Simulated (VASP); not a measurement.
```xyz
2
Lattice="0.0000 1.7835 1.7835 1.7835 0.0000 1.7835 1.7835 1.7835 0.0000" Properties=species:S:1:pos:R:3 pbc="T T T"
C      0.0000     0.0000     0.0000
C      0.8918     0.8918     0.8918
```

Calculation: PBE GGA, VASP's PBE PAW potentials (set 64) (plane waves; VASP 6.6.1). Run with 520 eV cut-off, 11×11×11 Γ-centred mesh, Gaussian smearing of 0.050 eV, potentials C.

Problem. Give the stress tensor in GPa (positive for a compressed cell).

Solution. 
```
2.36  0.00  0.00
0.00  2.36  0.00
0.00  0.00  2.36
```
The pressure is its mean diagonal, 2.36 GPa.

The compound is C in the diamond structure. The cell was not relaxed at this level.
